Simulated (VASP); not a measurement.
# HfIn2Se5 (P3m1) in VASP: density of states with PBE

Aim: the density of states of HfIn2Se5 with PBE.

Program: VASP 6.6.1. These are calculated values, not measurements. Logs are shortened: lines on timing, memory, paths and dates and some standing lists are left out, and cuts for length are marked.

## Step 1: The structure

It takes space group P3m1 (No. 156, trigonal). Conventional cell: a = 3.965 Å, b = 3.965 Å, c = 17.637 Å, α = 90.00°, β = 90.00°, γ = 120.00°. Around Hf (site symmetry 3m) lie 6 Se at 2.72 to 2.73 Å. In (site symmetry 3m) is surrounded by 4 Se at 2.55 to 2.64 Å. In (site symmetry 3m) has 6 Se at 2.68 to 2.86 Å as nearest neighbours. Se (site symmetry 3m) has 3 In at 2.64 Å as nearest neighbours. Se (site symmetry 3m) has 4 In at 2.55 to 2.86 Å as nearest neighbours. Around Se (site symmetry 3m) lie 3 In at 2.68 Å. Se (site symmetry 3m) has 3 Hf at 2.72 Å as nearest neighbours. Se (site symmetry 3m) is surrounded by 3 Hf at 2.73 Å.

The cell was built by a generator and needn't be a form met in nature.

## Step 2: Density of states, PBE

Contents of POSCAR:

```
HfIn2Se5
1.0
    3.9654010000      0.0000000000      0.0000000000
   -1.9827010000      3.4341380000      0.0000000000
    0.0000000000      0.0000000000     17.6374300000
Hf In Se
1 2 5
Direct
    0.0000000000      0.0000000000      0.0000810000
    0.6666670000      0.3333330000      0.6219470000
    0.3333330000      0.6666670000      0.3803090000
    0.0000000000      0.0000000000      0.6965050000
    0.6666670000      0.3333330000      0.4775420000
    0.0000000000      0.0000000000      0.3016080000
    0.3333330000      0.6666670000      0.0835650000
    0.6666670000      0.3333330000      0.9154760000
```

Contents of INCAR.step1:

```
SYSTEM = HfIn2Se5
ALGO = Normal
EDIFF = 1E-6
ENCUT = 520
GGA = PE
ISIF = 2
ISMEAR = 0
KPAR = 2
LASPH = .TRUE.
LCHARG = .TRUE.
LMAXMIX = 4
LREAL = .FALSE.
LWAVE = .FALSE.
NBANDS = 43
NELM = 100
PREC = Accurate
SIGMA = 0.03
```

Contents of KPOINTS.step1:

```
k-points
0
G
  8 8 2
  0 0 0
```

Contents of INCAR.step2:

```
SYSTEM = HfIn2Se5
ALGO = Normal
EDIFF = 1E-6
ENCUT = 520
GGA = PE
ICHARG = 11
ISIF = 2
ISMEAR = -5
KPAR = 2
LASPH = .TRUE.
LCHARG = .FALSE.
LMAXMIX = 4
LORBIT = 10
LREAL = .FALSE.
LWAVE = .FALSE.
NBANDS = 43
NEDOS = 2001
NELM = 100
PREC = Accurate
SIGMA = 0.03
```

Contents of KPOINTS.step2:

```
k-points
0
G
  12 12 3
  0 0 0
```

Potentials or basis: VASP PAW PBE potentials, release 64 (Hf_pv, In_d, Se).

On the command line:

```console
> cat potpaw_PBE.64/Hf_pv/POTCAR potpaw_PBE.64/In_d/POTCAR potpaw_PBE.64/Se/POTCAR > POTCAR
> cp INCAR.step1 INCAR
> cp KPOINTS.step1 KPOINTS
> mpirun -np 2 vasp_std > vasp.out
> cp INCAR.step2 INCAR
> cp KPOINTS.step2 KPOINTS
> mpirun -np 2 vasp_std > vasp.out
```

OUTCAR:

```text
SYSTEM = HfIn2Se5
   EDIFF = 1E-6
   ENCUT = 520
   GGA = PE
   ICHARG = 11
   ISIF = 2
   ISMEAR = -5
   LASPH = .TRUE.
   LORBIT = 10
   LREAL = .FALSE.
   NELM = 100
   PREC = Accurate

 ion  position               nearest neighbor table
   1  0.000  0.000  0.000-   7 2.72   7 2.72   7 2.72   8 2.73   8 2.73   8 2.73
   2  0.667  0.333  0.622-   5 2.55   4 2.64   4 2.64   4 2.64
   3  0.333  0.667  0.380-   6 2.68   6 2.68   6 2.68   5 2.86   5 2.86   5 2.86
   4  0.000  0.000  0.697-   2 2.64   2 2.64   2 2.64
   5  0.667  0.333  0.478-   2 2.55   3 2.86   3 2.86   3 2.86
   6  0.000  0.000  0.302-   3 2.68   3 2.68   3 2.68
   7  0.333  0.667  0.084-   1 2.72   1 2.72   1 2.72
   8  0.667  0.333  0.915-   1 2.73   1 2.73   1 2.73

  LATTYP: Found a hexagonal cell.
 ALAT       =     3.9654010000
 C/A-ratio  =     4.4478301186

  Lattice vectors:

 A1 = (   3.9654010000,   0.0000000000,   0.0000000000)
 A2 = (  -1.9827010000,   3.4341380000,   0.0000000000)
 A3 = (   0.0000000000,   0.0000000000,  17.6374300000)

Analysis of symmetry for initial positions (statically):
=====================================================================
 Subroutine PRICEL returns:
 Original cell was already a primitive cell.

 Routine SETGRP: Setting up the symmetry group for a
 hexagonal supercell.

 Subroutine GETGRP returns: Found  6 space group operations
 (whereof  6 operations were pure point group operations)
 out of a pool of 24 trial point group operations.

The static configuration has the point symmetry C_3v.

Analysis of symmetry for dynamics (positions and initial velocities):
=====================================================================
 Subroutine PRICEL returns:
 Original cell was already a primitive cell.

 Routine SETGRP: Setting up the symmetry group for a
 hexagonal supercell.

 Subroutine GETGRP returns: Found  6 space group operations
 (whereof  6 operations were pure point group operations)
 out of a pool of 24 trial point group operations.

The dynamic configuration has the point symmetry C_3v.

 Subroutine INISYM returns: Found  6 space group operations
 (whereof  6 operations are pure point group operations),
 and found     1 'primitive' translations

----------------------------------------------------------------------------------------

                                     Primitive cell

  volume of cell :     240.1818

  direct lattice vectors                    reciprocal lattice vectors
     3.965401000  0.000000000  0.000000000     0.252181305  0.145596981  0.000000000
    -1.982701000  3.434138000  0.000000000     0.000000000  0.291193889  0.000000000
     0.000000000  0.000000000 17.637430000     0.000000000  0.000000000  0.056697603

  length of vectors
     3.965401000  3.965401248 17.637430000     0.291193907  0.291193889  0.056697603

  position of ions in fractional coordinates (direct lattice)
     0.000000000  0.000000000  0.000081000
     0.666667000  0.333333000  0.621947000
     0.333333000  0.666667000  0.380309000
     0.000000000  0.000000000  0.696505000
     0.666667000  0.333333000  0.477542000
     0.000000000  0.000000000  0.301608000
     0.333333000  0.666667000  0.083565000
     0.666667000  0.333333000  0.915476000

  ion indices of the primitive-cell ions
   primitive index   ion index
                 1           1
                 2           2
                 3           3
                 4           4
                 5           5
                 6           6
                 7           7
                 8           8

----------------------------------------------------------------------------------------

 KPOINTS: k-points

Automatic generation of k-mesh.
 Grid dimensions read from file:
 generate k-points for:   12   12    3

 Generating k-lattice:

  Cartesian coordinates                     Fractional coordinates (reciprocal lattice)
     0.021015109  0.012133082  0.000000000     0.083333333  0.000000000  0.000000000
     0.000000000  0.024266157  0.000000000     0.000000000  0.083333333  0.000000000
     0.000000000  0.000000000  0.018899201     0.000000000  0.000000000  0.333333333

  Length of vectors
     0.024266159  0.024266157  0.018899201

  Shift w.r.t. Gamma in fractional coordinates (k-lattice)
     0.000000000  0.000000000  0.000000000

 TETIRR: Found    591 inequivalent tetrahedra from     2592

 Subroutine IBZKPT returns following result:
 ===========================================

 Found     50 irreducible k-points:

 Following reciprocal coordinates:
            Coordinates               Weight
  0.000000  0.000000  0.000000      1.000000
  0.083333  0.000000  0.000000      6.000000
  0.166667  0.000000  0.000000      6.000000
  0.250000  0.000000  0.000000      6.000000
  0.333333  0.000000  0.000000      6.000000
  0.416667  0.000000  0.000000      6.000000
[... 16 lines left out ...]
  0.166667  0.000000  0.333333      6.000000
  0.000000  0.166667  0.333333      6.000000
 [... further k-points ...]
   k-points           NKPTS =     50   k-points in BZ     NKDIM =     50   number of bands    NBANDS=     43
   number of dos      NEDOS =   2001   number of ions     NIONS =      8
   total plane-waves  NPLWV = 126000
   dimension x,y,z NGX =    30 NGY =   30 NGZ =  140
   dimension x,y,z NGXF=    60 NGYF=   60 NGZF=  280
   ions per type =               1   2   5
   NGX,Y,Z   is equivalent  to a cutoff of  12.58, 12.58, 13.20 a.u.
   NGXF,Y,Z  is equivalent  to a cutoff of  25.15, 25.15, 26.39 a.u.
 SYSTEM =  HfIn2Se5
   PREC   = accura    normal or accurate (medium, high low for compatibility)
   ISTART =      0    job   : 0-new  1-cont  2-samecut
   ICHARG =     11    charge: 1-file 2-atom 10-const
   ISPIN  =      1    spin polarized calculation?
   LNONCOLLINEAR =      F non collinear calculations
   LSORBIT =      F    spin-orbit coupling
   LASPH  =      T    aspherical Exc in radial PAW
   ENCUT  =  520.0 eV  38.22 Ry    6.18 a.u.   7.37  7.37 32.79*2*pi/ulx,y,z
   NELM   =    100;   NELMIN=  2; NELMDL=  0     # of ELM steps
   EDIFF  = 0.1E-05   stopping-criterion for ELM
   LREAL  =      F    real-space projection
[... 7 lines left out ...]
   TEBEG  =    0.0;   TEEND  =   0.0 temperature during run
   PSTRESS=    0.0 pullay stress
   NELECT =      66.0000    total number of electrons
   NUPDOWN=      -1.0000    fix difference up-down
   EMIN   =  10.00;   EMAX   =-10.00  energy-range for DOS
   EFERMI =   0.00;   METHOD = LEGACY
   ISMEAR =    -5;   SIGMA  =   0.03  broadening in eV -4-tet -1-fermi 0-gaus
   EFERMI_NEDOS =   21; number of points for ismear=-14 and -15
   IALGO  =     38    algorithm
   IMIX   =      4    mixing-type and parameters
     AMIX     =   0.40;   BMIX     =  1.00
     AMIX_MAG =   1.60;   BMIX_MAG =  1.00
  volume/ion in A,a.u.               =      30.02       202.60
  Fermi-wavevector in a.u.,A,eV,Ry     =   1.064329  2.011291 15.412642  1.132797
  Thomas-Fermi vector in A             =   2.199844
   LORBIT       =     10    0 simple, 1 ext, 2 COOP (PROOUT), +10 PAW based schemes
   GGA     = PE    functional components
   LHFCALC =     F    Hartree Fock is set to
   AEXX    =    0.0000 exact exchange contribution
   IVDW    =     0    specifies the selected vdW correction
   LEPSILON=     F    determine dielectric tensor
   LRPA    =     F    only Hartree local field effects (RPA)
 non-spin polarized calculation
 Fermi weights with tetrahedron method with Bloechl corrections
  energy-cutoff  :      520.00
  volume of cell :      240.18
 maximum number of plane-waves:      6528
 NGX is ok and might be reduce to    30

 number of electron      65.9999991 magnetization

 Free energy of the ion-electron system (eV)
  ---------------------------------------------------
  ext. energy  EPLUGINS =         0.00000000
  ---------------------------------------------------
  free energy    TOTEN  =       -38.92548162 eV

  energy without entropy =      -38.92548162  energy(sigma->0) =      -38.92548162

 E-fermi :   2.5411     XC(G=0):  -8.5934

 val. band max:        2.5359464453   @ k =   0.0833   0.0000   0.3333
 cond. band min:       3.2749188088   @ k =   0.5000   0.0000   0.3333
 fundamental gap:      0.7389723635
 Fermi energy:         2.5411173355

 k-point     1 :       0.0000    0.0000    0.0000
  band No.  band energies     occupation
      1     -29.1962      2.00000
      2     -29.1170      2.00000
      3     -29.1170      2.00000
      4     -12.2912      2.00000
      5     -12.1717      2.00000
      6     -12.1717      2.00000
[... 35 lines left out ...]
     42       7.3486      0.00000
     43       7.4095      0.00000

 k-point     2 :       0.0833    0.0000    0.0000
  band No.  band energies     occupation
      1     -29.1953      2.00000
      2     -29.1217      2.00000
      3     -29.1181      2.00000
      4     -12.2944      2.00000
      5     -12.1916      2.00000
      6     -12.1670      2.00000
[... 35 lines left out ...]
     42       7.2486      0.00000
     43       7.4322      0.00000

 k-point     3 :       0.1667    0.0000    0.0000
  band No.  band energies     occupation
      1     -29.1928      2.00000
      2     -29.1347      2.00000
      3     -29.1210      2.00000
      4     -12.3194      2.00000
      5     -12.2240      2.00000
      6     -12.1546      2.00000
[... 919 lines left out ...]
      6     -12.1546      2.00000
[... 35 lines left out ...]
     42       7.1630      0.00000
     43       7.8725      0.00000

 k-point    24 :       0.0000    0.1667    0.3333
  band No.  band energies     occupation
      1     -29.1928      2.00000
      2     -29.1347      2.00000
      3     -29.1210      2.00000
      4     -12.3194      2.00000
      5     -12.2240      2.00000
      6     -12.1546      2.00000
[... 35 lines left out ...]
     42       7.1336      0.00000
     43       7.7408      0.00000

 [... further k-points ...]

------------------------ aborting loop because EDIFF is reached ----------------------------------------

  FORCE on cell =-STRESS in cart. coord.  units (eV):
  Direction    XX          YY          ZZ          XY          YZ          ZX
  --------------------------------------------------------------------------------------
  -------------------------------------------------------------------------------------
  Total       -0.0184529     -0.0184529      0.0028197      0.0000000      0.0000000      0.0000000
  in kB       -0.1230934     -0.1230934      0.0188095      0.0000000      0.0000000      0.0000000
  external PRESSURE =      -0.0757924 kB  Pullay stress =       0.0000000 kB

 VOLUME and BASIS-vectors are now :
 -----------------------------------------------------------------------------
  energy-cutoff  :      520.00
  volume of cell :      240.18
      direct lattice vectors                 reciprocal lattice vectors
     3.965401000  0.000000000  0.000000000     0.252181305  0.145596981  0.000000000
    -1.982701000  3.434138000  0.000000000     0.000000000  0.291193889  0.000000000
     0.000000000  0.000000000 17.637430000     0.000000000  0.000000000  0.056697603

 POSITION                                       TOTAL-FORCE (eV/Angst)
 -----------------------------------------------------------------------------------
      0.00000      0.00000      0.00143        -0.000000     -0.000000      0.000151
      1.98270      1.14471     10.96955        -0.000000      0.000000     -0.004560
     -0.00000      2.28943      6.70767         0.000000     -0.000000      0.001139
      0.00000      0.00000     12.28456        -0.000000     -0.000000     -0.001084
      1.98270      1.14471      8.42261        -0.000000     -0.000000      0.000711
      0.00000      0.00000      5.31959        -0.000000     -0.000000      0.003475
     -0.00000      2.28943      1.47387         0.000000      0.000000      0.000528
      1.98270      1.14471     16.14664         0.000000      0.000000     -0.000359
 -----------------------------------------------------------------------------------
    total drift:                               -0.000897      0.000519     -0.000653

  FREE ENERGIE OF THE ION-ELECTRON SYSTEM (eV)
  ---------------------------------------------------
  free  energy   TOTEN  =       -38.9254816225 eV

  energy  without entropy=      -38.9254816225  energy(sigma->0) =      -38.92548162

 total charge

# of ion       s       p       d       tot
------------------------------------------
    1        0.300   6.411   1.327   8.037
    2        0.821   0.665   9.910  11.395
    3        0.769   0.608   9.927  11.304
    4        1.475   2.332   0.023   3.830
    5        1.467   2.357   0.021   3.845
    6        1.474   2.332   0.021   3.826
    7        1.456   2.400   0.024   3.880
    8        1.454   2.404   0.023   3.880
--------------------------------------------------
tot          9.215  19.508  21.275  49.997
```

It took 4.5 min on 2 MPI ranks of Intel Xeon Platinum 8488C (Sapphire Rapids), shared host; peak memory 0.63 GiB.

What came out:

```yaml
Valence_electrons_inside_the_program's_atomic_spheres: Hf 8.04; In 11.39, 11.30; Se 3.83, 3.85, 3.88
```

States per cell in windows of 1 eV (zero at the valence-band top; states under -8 eV left out):
```tsv
from (eV)	total	Hf1_d	Se4_p	Se8_p	Se7_p	Se5_p	Se6_p
-8.0	0.00	0.00	0.00	0.00	0.00	0.00	0.00
-7.0	0.20	0.00	0.03	0.00	0.00	0.01	0.00
-6.0	2.79	0.00	0.24	0.00	0.00	0.22	0.11
-5.0	2.37	0.08	0.07	0.22	0.22	0.05	0.08
-4.0	5.88	0.28	0.48	0.49	0.48	0.39	0.19
-3.0	7.85	0.69	0.91	0.80	0.79	0.37	0.28
-2.0	6.68	0.20	0.51	0.66	0.67	0.56	0.68
-1.0	3.99	0.03	0.06	0.25	0.26	0.68	0.84
0.0	0.36	0.17	0.00	0.01	0.01	0.00	0.00
1.0	3.44	1.12	0.20	0.07	0.08	0.09	0.12
2.0	6.59	2.46	0.25	0.15	0.14	0.23	0.25
3.0	2.51	0.36	0.12	0.03	0.03	0.12	0.07
4.0	5.05	1.37	0.09	0.18	0.18	0.04	0.05
5.0	2.17	0.19	0.09	0.03	0.03	0.02	0.06
6.0	0.00	0.00	0.00	0.00	0.00	0.00	0.00
```

Caveat: this functional lacks dispersion, which binds the layers, so the pressure and a relaxed spacing across them are unreliable. The run has no spin-orbit coupling, so splittings on Hf are missing.
